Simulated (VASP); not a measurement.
```
Al2Au
1.0
    0.00000     2.99604     2.99604
    2.99604     0.00000     2.99604
    2.99604     2.99604     0.00000
Al Au
2 1
Direct
  0.25000   0.25000   0.25000
  0.75000   0.75000   0.75000
  0.00000   0.00000   0.00000
```

The numbers are results of AM05 GGA, VASP's PBE PAW potentials (set 64) (plane waves; VASP), not measurements. Settings: 520 eV cut-off, Gaussian smearing of 0.050 eV, potentials Al Au.

Unless said otherwise, spin-orbit coupling is left out, though it shifts the bands of the heavy elements here.

### Question
Estimate the band gap (along the path) with the smallest direct gap where there is one.

### Answer

```
Property                                                      Value
-------------------------  ----------------------------------------
band gap (along the path)  none (metal, semimetal or under 0.01 eV)
```

The compound is AuAl2 in the fluorite structure. It was relaxed first. The electron count is odd and the run is not spin-polarised, which forces a metal.
